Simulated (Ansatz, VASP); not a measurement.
**Ti2NbB3: VASP beside Ansatz**

```
Ti Nb B
1.0
     4.09751    0.00000    0.00000
     0.00000    4.09751    0.00000
     0.00000    0.00000    4.65060
Ti Nb B
2 1 3
Cartesian
  0.0000 0.0000 2.3253
  2.0488 2.0488 0.0000
  0.0000 0.0000 0.0000
  0.0000 2.0488 2.3253
  2.0488 0.0000 2.3253
  2.0488 2.0488 2.3253
```

Alike in both runs: functional PBE; k mesh 6 × 6 × 4; occupations gaussian, width 0.1 eV; no spin polarisation.

Ansatz relaxed the structure, and its values are those at the end. VASP's run is a single point on that final structure, the one shown.

```csv
,VASP,Ansatz
version,VASP 6.6.1,Ansatz 0.2.0
potentials or method,"VASP PAW PBE potentials, release 64 (Ti_sv, Nb_sv, B)","scalar-relativistic, plane waves, PAW"
plane-wave cutoff (eV),520,420
valence electrons in the cell,46,46
```

```tsv
	VASP	Ansatz	Ansatz less VASP
gap on the k mesh at the Fermi level (eV)	none	none	-
pressure (GPa)	-0.1	0.1	+0.13
```

A gap of «none» marks a metal or a gap that the smearing closes.
